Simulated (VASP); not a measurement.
An input for Quantum ESPRESSO's pw.x (written as the equivalent of a VASP run, and not itself run):

```
&CONTROL
  calculation = 'vc-relax'
  pseudo_dir = './pseudo'
  outdir = './out'
  tprnfor = .true.
  tstress = .true.
  nstep = 60
  forc_conv_thr = 0.00039
/
&SYSTEM
  ibrav = 0
  nat = 1
  ntyp = 1
  ecutwfc = 82
  occupations = 'smearing'
  smearing = 'methfessel-paxton'
  degauss = 0.00735
  input_dft = 'pbe'
/
&ELECTRONS
  conv_thr = 7.3e-08
  electron_maxstep = 100
/
&IONS
/
&CELL
/
ATOMIC_SPECIES
  Pd 106.420 Pd.upf
CELL_PARAMETERS angstrom
    -0.0000000    1.9715613    1.9715613
     1.9715613    0.0000000    1.9715613
     1.9715613    1.9715613   -0.0000000
ATOMIC_POSITIONS crystal
  Pd   0.0000000  0.0000000  0.0000000
K_POINTS automatic
  14 14 14 0 0 0
```

### Question
Write the VASP files for the same calculation (PBE).

### Answer
Several could match; the one computed here: 
**KPOINTS**
```
Regular mesh
0
gamma
14 14 14
0 0 0
```

INCAR:
```
SYSTEM = Pd
PREC = Accurate
ENCUT = 480
EDIFF = 1E-6
NELM = 100
ALGO = Normal
LREAL = .FALSE.
LASPH = .TRUE.
ISMEAR = 1
SIGMA = 0.1
GGA = PE
LMAXMIX = 4
LWAVE = .FALSE.
LCHARG = .FALSE.
IBRION = 2
ISIF = 3
NSW = 60
EDIFFG = -0.01
```

**POSCAR**
```
Pd
1
   -0.0000000000     1.9715613141     1.9715613141
    1.9715613141     0.0000000000     1.9715613141
    1.9715613141     1.9715613141    -0.0000000000
Pd
1
Direct
  0.0000000000   0.0000000000   0.0000000000
```

POTCAR, in this order: Pd (PBE.64 set). Program: vasp_std.

The two are equivalent in intent, not identical: the potentials are each code's own (VASP's PAW set, PseudoDojo norm-conserving files in pw.x), so ENCUT and ecutwfc are chosen apart and not converted; conv_thr bounds pw.x's estimated SCF error, while EDIFF bounds the energy change between steps; forc_conv_thr acts on force components and is met together with etot_conv_thr.

The compound is Pd in the fcc structure. It was relaxed first. The start is the result of an earlier pass.
